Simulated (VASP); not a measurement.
# K16SeCl15 (a cell with a defect) in VASP: single point with PBE

Aim: the single point of K16SeCl15 (a cell with a defect) with PBE.

Everything below comes from runs of VASP 6.6.1. Logs are shortened: lines on timing, memory, paths and dates and some standing lists are left out, and cuts for length are marked.

## (1) Starting point

The cell holds a defect, 32 atoms: a = 10.859 Å, b = 10.859 Å, c = 10.859 Å, α = 60.00°, β = 60.00°, γ = 60.00°.

## (2) Single point, PBE

Contents of INCAR:

```
PREC = Accurate
ENCUT = 520
EDIFF = 1E-7
ISMEAR = -1
SIGMA = 0.01
LREAL = Auto
LASPH = T
NELM = 100
ALGO = Fast
ISIF = 2
LWAVE = F
LCHARG = F
GGA = PE
NBANDS = 150
NELECT = 256.0
```

Contents of KPOINTS:

```
regular mesh
0
Gamma
  2 2 2
```

Contents of POSCAR:

```
K16SeCl15
1.0
    0.0000000000      7.6783920000      7.6783920000
    7.6783920000      0.0000000000      7.6783920000
    7.6783920000      7.6783920000      0.0000000000
K Se Cl
16 1 15
Direct
    0.0027780751      0.0027780751      0.0027780751
    0.4916657746      0.0027780751      0.0027780751
    0.0027780751      0.4916657746      0.0027780751
    0.0027780751      0.0027780751      0.4916657746
    0.2472219249      0.2472219249      0.2472219249
    0.4997659237      0.4997659237      0.0007022290
    0.4997659237      0.0007022290      0.4997659237
    0.7583342254      0.2472219249      0.2472219249
    0.0007022290      0.4997659237      0.4997659237
    0.2472219249      0.7583342254      0.2472219249
    0.2472219249      0.2472219249      0.7583342254
    0.4997659237      0.4997659237      0.4997659237
    0.7502340763      0.7502340763      0.2492977710
    0.7502340763      0.2492977710      0.7502340763
    0.2492977710      0.7502340763      0.7502340763
    0.7502340763      0.7502340763      0.7502340763
    0.1250000000      0.1250000000      0.1250000000
    0.6250000000      0.1250000000      0.1250000000
    0.1250000000      0.6250000000      0.1250000000
    0.1250000000      0.1250000000      0.6250000000
    0.3750000000      0.3750000000      0.3750000000
    0.6250000000      0.6250000000      0.1250000000
    0.6250000000      0.1250000000      0.6250000000
    0.8655336218      0.3844663782      0.3844663782
    0.1250000000      0.6250000000      0.6250000000
    0.3844663782      0.8655336218      0.3844663782
    0.3844663782      0.3844663782      0.8655336218
    0.6250000000      0.6250000000      0.6250000000
    0.8655336218      0.8655336218      0.3844663782
    0.8655336218      0.3844663782      0.8655336218
    0.3844663782      0.8655336218      0.8655336218
    0.8750000000      0.8750000000      0.8750000000
```

Potentials or basis: VASP PAW PBE potentials, release 64 (K_sv, Se, Cl).

Command:

```sh
cat potpaw_PBE.64/K_sv/POTCAR potpaw_PBE.64/Se/POTCAR potpaw_PBE.64/Cl/POTCAR > POTCAR
mpirun -np 1 vasp_std > vasp.out
```

OUTCAR:

```text
PREC = Accurate
   ENCUT = 520
   EDIFF = 1E-7
   ISMEAR = -1
   LREAL = Auto
   LASPH = T
   NELM = 100
   ISIF = 2
   GGA = PE
   NELECT = 256.0

 ion  position               nearest neighbor table
   1  0.003  0.003  0.003-  17 3.25  10 3.75  11 3.75   8 3.75
   2  0.492  0.003  0.003-  17 3.25  11 3.75  10 3.75   5 3.75
   3  0.003  0.492  0.003-  17 3.25  11 3.75   8 3.75   5 3.75
   4  0.003  0.003  0.492-  17 3.25  10 3.75   8 3.75   5 3.75
   5  0.247  0.247  0.247-  17 3.25   3 3.75   4 3.75   2 3.75
   6  0.500  0.500  0.001-
   7  0.500  0.001  0.500-
   8  0.758  0.247  0.247-  17 3.25   4 3.75   3 3.75   1 3.75
   9  0.001  0.500  0.500-
  10  0.247  0.758  0.247-  17 3.25   4 3.75   2 3.75   1 3.75
  11  0.247  0.247  0.758-  17 3.25   3 3.75   2 3.75   1 3.75
  12  0.500  0.500  0.500-
  13  0.750  0.750  0.249-
  14  0.750  0.249  0.750-
  15  0.249  0.750  0.750-
  16  0.750  0.750  0.750-
  17  0.125  0.125  0.125-   2 3.25   3 3.25   8 3.25  10 3.25   4 3.25  11 3.25   5 3.25   1 3.25

  18  0.625  0.125  0.125-
  19  0.125  0.625  0.125-
  20  0.125  0.125  0.625-
  21  0.375  0.375  0.375-
  22  0.625  0.625  0.125-
  23  0.625  0.125  0.625-
  24  0.866  0.384  0.384-
  25  0.125  0.625  0.625-
  26  0.384  0.866  0.384-
  27  0.384  0.384  0.866-
  28  0.625  0.625  0.625-
  29  0.866  0.866  0.384-
  30  0.866  0.384  0.866-
  31  0.384  0.866  0.866-
  32  0.875  0.875  0.875-

  LATTYP: Found a face centered cubic cell.
 ALAT       =    15.3567840000

  Lattice vectors:

 A1 = (   0.0000000000,   7.6783920000,   7.6783920000)
 A2 = (   7.6783920000,   0.0000000000,   7.6783920000)
 A3 = (   7.6783920000,   7.6783920000,   0.0000000000)

Analysis of symmetry for initial positions (statically):
=====================================================================
 Subroutine PRICEL returns:
 Original cell was already a primitive cell.

 Routine SETGRP: Setting up the symmetry group for a
 face centered cubic supercell.

 Subroutine GETGRP returns: Found 48 space group operations
 (whereof  6 operations were pure point group operations)
 out of a pool of 48 trial point group operations.

The static configuration has the point symmetry C_3v.
 The point group associated with its full space group is O_h .

Analysis of symmetry for dynamics (positions and initial velocities):
=====================================================================
 Subroutine PRICEL returns:
 Original cell was already a primitive cell.

 Routine SETGRP: Setting up the symmetry group for a
 face centered cubic supercell.

 Subroutine GETGRP returns: Found 48 space group operations
 (whereof  6 operations were pure point group operations)
 out of a pool of 48 trial point group operations.

The dynamic configuration has the point symmetry C_3v.
 The point group associated with its full space group is O_h .

 Subroutine INISYM returns: Found 48 space group operations
 (whereof  6 operations are pure point group operations),
 and found     1 'primitive' translations

----------------------------------------------------------------------------------------

                                     Primitive cell

  volume of cell :     905.4007

  direct lattice vectors                    reciprocal lattice vectors
     0.000000000  7.678392000  7.678392000    -0.065117801  0.065117801  0.065117801
     7.678392000  0.000000000  7.678392000     0.065117801 -0.065117801  0.065117801
     7.678392000  7.678392000  0.000000000     0.065117801  0.065117801 -0.065117801

  length of vectors
    10.858886104 10.858886104 10.858886104     0.112787339  0.112787339  0.112787339

  position of ions in fractional coordinates (direct lattice)
     0.002778075  0.002778075  0.002778075
     0.491665775  0.002778075  0.002778075
     0.002778075  0.491665775  0.002778075
     0.002778075  0.002778075  0.491665775
     0.247221925  0.247221925  0.247221925
     0.499765924  0.499765924  0.000702229
[... 24 lines left out ...]
     0.384466378  0.865533622  0.865533622
     0.875000000  0.875000000  0.875000000

  ion indices of the primitive-cell ions
   primitive index   ion index
                 1           1
                 2           2
                 3           3
                 4           4
                 5           5
                 6           6
[... 24 lines left out ...]
                31          31
                32          32

----------------------------------------------------------------------------------------

 KPOINTS: regular mesh

Automatic generation of k-mesh.
 Grid dimensions read from file:
 generate k-points for:    2    2    2

 Generating k-lattice:

  Cartesian coordinates                     Fractional coordinates (reciprocal lattice)
    -0.032558900  0.032558900  0.032558900     0.500000000  0.000000000  0.000000000
     0.032558900 -0.032558900  0.032558900     0.000000000  0.500000000  0.000000000
     0.032558900  0.032558900 -0.032558900     0.000000000  0.000000000  0.500000000

  Length of vectors
     0.056393670  0.056393670  0.056393670

  Shift w.r.t. Gamma in fractional coordinates (k-lattice)
     0.000000000  0.000000000  0.000000000

 Subroutine IBZKPT returns following result:
 ===========================================

 Found      3 irreducible k-points:

 Following reciprocal coordinates:
            Coordinates               Weight
  0.000000  0.000000  0.000000      1.000000
  0.500000  0.000000  0.000000      4.000000
  0.500000  0.500000  0.000000      3.000000
   k-points           NKPTS =      3   k-points in BZ     NKDIM =      3   number of bands    NBANDS=    150
   number of dos      NEDOS =    301   number of ions     NIONS =     32
   total plane-waves  NPLWV = 592704
   dimension x,y,z NGX =    84 NGY =   84 NGZ =   84
   dimension x,y,z NGXF=   168 NGYF=  168 NGZF=  168
   ions per type =              16   1  15
   NGX,Y,Z   is equivalent  to a cutoff of  12.86, 12.86, 12.86 a.u.
   NGXF,Y,Z  is equivalent  to a cutoff of  25.72, 25.72, 25.72 a.u.
 SYSTEM =  unknown system
   PREC   = accura    normal or accurate (medium, high low for compatibility)
   ISTART =      0    job   : 0-new  1-cont  2-samecut
   ICHARG =      2    charge: 1-file 2-atom 10-const
   ISPIN  =      1    spin polarized calculation?
   LNONCOLLINEAR =      F non collinear calculations
   LSORBIT =      F    spin-orbit coupling
   LASPH  =      T    aspherical Exc in radial PAW
   ENCUT  =  520.0 eV  38.22 Ry    6.18 a.u.  20.19 20.19 20.19*2*pi/ulx,y,z
   NELM   =    100;   NELMIN=  2; NELMDL= -5     # of ELM steps
   EDIFF  = 0.1E-06   stopping-criterion for ELM
   LREAL  =      T    real-space projection
   EDIFFG = 0.1E-05   stopping-criterion for IOM
   NSW    =      0    number of steps for IOM
   IBRION =     -1    ionic relax: 0-MD 1-quasi-New 2-CG
   NFREE  =      0    steps in history (QN), initial steepest desc. (CG)
   ISIF   =      2    stress and relaxation
   ISYM   =      2    0-nonsym 1-usesym 2-fastsym
   POTIM  = 0.5000    time-step for ionic-motion
   TEBEG  =    0.0;   TEEND  =   0.0 temperature during run
   PSTRESS=    0.0 pullay stress
   NELECT =     256.0000    total number of electrons
   NUPDOWN=      -1.0000    fix difference up-down
   EMIN   =  10.00;   EMAX   =-10.00  energy-range for DOS
   EFERMI =   0.00;   METHOD = LEGACY
   ISMEAR =    -1;   SIGMA  =   0.01  broadening in eV -4-tet -1-fermi 0-gaus
   EFERMI_NEDOS =   21; number of points for ismear=-14 and -15
   IALGO  =     68    algorithm
   IMIX   =      4    mixing-type and parameters
     AMIX     =   0.40;   BMIX     =  1.00
     AMIX_MAG =   1.60;   BMIX_MAG =  1.00
  volume/ion in A,a.u.               =      28.29       190.94
  Fermi-wavevector in a.u.,A,eV,Ry     =   1.074504  2.030517 15.708715  1.154558
  Thomas-Fermi vector in A             =   2.210334
   LORBIT       =      0    0 simple, 1 ext, 2 COOP (PROOUT), +10 PAW based schemes
   GGA     = PE    functional components
   LHFCALC =     F    Hartree Fock is set to
   AEXX    =    0.0000 exact exchange contribution
   IVDW    =     0    specifies the selected vdW correction
   LEPSILON=     F    determine dielectric tensor
   LRPA    =     F    only Hartree local field effects (RPA)
 non-spin polarized calculation
 RMM-DIIS sequential band-by-band and
  energy-cutoff  :      520.00
  volume of cell :      905.40
 maximum number of plane-waves:     24404
 NGX is ok and might be reduce to    84
   NGX = 41   NGY = 41   NGZ = 41

 number of electron     256.0000016 magnetization

 Free energy of the ion-electron system (eV)
  ---------------------------------------------------
  ext. energy  EPLUGINS =         0.00000000
  ---------------------------------------------------
  free energy    TOTEN  =      -104.13220366 eV

  energy without entropy =     -104.13220366  energy(sigma->0) =     -104.13220366

 E-fermi :   1.5160     XC(G=0):  -8.1355

 val. band max:        1.1662945214   @ k =   0.0000   0.0000   0.0000
 cond. band min:       3.9682298351   @ k =   0.0000   0.0000   0.0000
 fundamental gap:      2.8019353137
 Fermi energy:         1.5160315088

 k-point     1 :       0.0000    0.0000    0.0000
  band No.  band energies     occupation
      1     -28.9410      2.00000
      2     -28.9305      2.00000
      3     -28.9305      2.00000
      4     -28.9305      2.00000
      5     -28.9219      2.00000
      6     -28.9219      2.00000
[... 132 lines left out ...]
    139       6.6104      0.00000
    140       6.6115      0.00000

 k-point     2 :       0.5000    0.0000    0.0000
  band No.  band energies     occupation
      1     -28.9400      2.00000
      2     -28.9315      2.00000
      3     -28.9306      2.00000
      4     -28.9306      2.00000
      5     -28.9227      2.00000
      6     -28.9218      2.00000
[... 132 lines left out ...]
    139       6.3185      0.00000
    140       6.3190      0.00000

 k-point     3 :       0.5000    0.5000    0.0000
  band No.  band energies     occupation
      1     -28.9397      2.00000
      2     -28.9318      2.00000
      3     -28.9306      2.00000
      4     -28.9306      2.00000
      5     -28.9230      2.00000
      6     -28.9218      2.00000
[... 132 lines left out ...]
    139       6.1844      0.00000
    140       6.1849      0.00000
 [bands above 140 left out]

------------------------ aborting loop because EDIFF is reached ----------------------------------------

  FORCE on cell =-STRESS in cart. coord.  units (eV):
  Direction    XX          YY          ZZ          XY          YZ          ZX
  --------------------------------------------------------------------------------------
  -------------------------------------------------------------------------------------
  Total        6.8871118      6.8871118      6.8871118      0.0000000      0.0000000      0.0000000
  in kB       12.1872825     12.1872825     12.1872825      0.0000000      0.0000000      0.0000000
  external PRESSURE =      12.1872825 kB  Pullay stress =       0.0000000 kB

 VOLUME and BASIS-vectors are now :
 -----------------------------------------------------------------------------
  energy-cutoff  :      520.00
  volume of cell :      905.40
      direct lattice vectors                 reciprocal lattice vectors
     0.000000000  7.678392000  7.678392000    -0.065117801  0.065117801  0.065117801
     7.678392000  0.000000000  7.678392000     0.065117801 -0.065117801  0.065117801
     7.678392000  7.678392000  0.000000000     0.065117801  0.065117801 -0.065117801

 POSITION                                       TOTAL-FORCE (eV/Angst)
 -----------------------------------------------------------------------------------
      0.04266      0.04266      0.04266        -0.009220     -0.009220     -0.009220
      0.04266      3.79653      3.79653        -0.009220      0.009220      0.009220
      3.79653      0.04266      3.79653         0.009220     -0.009220      0.009220
      3.79653      3.79653      0.04266         0.009220      0.009220     -0.009220
      3.79653      3.79653      3.79653         0.009220      0.009220      0.009220
      3.84279      3.84279      7.67480        -0.015561     -0.015561      0.015561
[... 24 lines left out ...]
     13.29181      9.59799      9.59799        -0.015496      0.000000      0.000000
     13.43719     13.43719     13.43719        -0.000000      0.000000      0.000000
 -----------------------------------------------------------------------------------
    total drift:                                0.000000      0.000000     -0.000000

  FREE ENERGIE OF THE ION-ELECTRON SYSTEM (eV)
  ---------------------------------------------------
  free  energy   TOTEN  =      -104.1322036553 eV

  energy  without entropy=     -104.1322036553  energy(sigma->0) =     -104.13220366
```

Run time: 17 min. Hardware: 1 thread of Intel Xeon 6975P-C (Granite Rapids), shared host; peak memory 1.3 GiB.

What came out:

```yaml
Free_energy: -104.1322 eV
Largest_force: 0.027 eV/Å
Band_gap_on_the_k_mesh: 2.80 eV, direct
```

Forces in eV/Å, atoms in the order of the input:
```
K   -0.009 -0.009 -0.009
K   -0.009  0.009  0.009
K    0.009 -0.009  0.009
K    0.009  0.009 -0.009
K    0.009  0.009  0.009
K   -0.016 -0.016  0.016
K   -0.016  0.016 -0.016
K    0.009 -0.009 -0.009
K    0.016 -0.016 -0.016
K   -0.009  0.009 -0.009
K   -0.009 -0.009  0.009
K    0.016  0.016  0.016
K    0.016  0.016 -0.016
K    0.016 -0.016  0.016
K   -0.016  0.016  0.016
K   -0.016 -0.016 -0.016
Se   0.000  0.000  0.000
Cl   0.000  0.000  0.000
Cl   0.000  0.000  0.000
Cl   0.000  0.000  0.000
Cl   0.000  0.000  0.000
Cl   0.000  0.000  0.000
Cl   0.000  0.000  0.000
Cl   0.015  0.000  0.000
Cl   0.000  0.000  0.000
Cl   0.000  0.015  0.000
Cl   0.000  0.000  0.015
Cl   0.000  0.000  0.000
Cl   0.000  0.000 -0.015
Cl   0.000 -0.015  0.000
Cl  -0.015  0.000  0.000
Cl   0.000  0.000  0.000
```

Levels at points of the mesh, in eV from the valence-band top:
| k point | band 124 | band 125 | band 126 | band 127 | band 128 | band 129 | band 130 | band 131 | band 132 | band 133 |
| --- | --- | --- | --- | --- | --- | --- | --- | --- | --- | --- |
| (0.00, 0.00, 0.00) | -2.11 | -2.11 | 0.00 | 0.00 | 0.00 | 2.80 | 4.13 | 4.13 | 4.13 | 4.52 |
| (0.50, 0.00, 0.00) | -2.18 | -2.16 | -0.03 | -0.02 | -0.02 | 3.79 | 3.81 | 4.74 | 4.74 | 4.78 |
| (0.50, 0.50, 0.00) | -2.20 | -2.20 | -0.01 | -0.01 | -0.01 | 3.97 | 4.09 | 4.54 | 4.68 | 4.68 |

Caveat: the cell carries a net charge on a neutralising background, which shifts energy and pressure; the cell is charged against a uniform background, so pressure and absolute levels hang on convention.
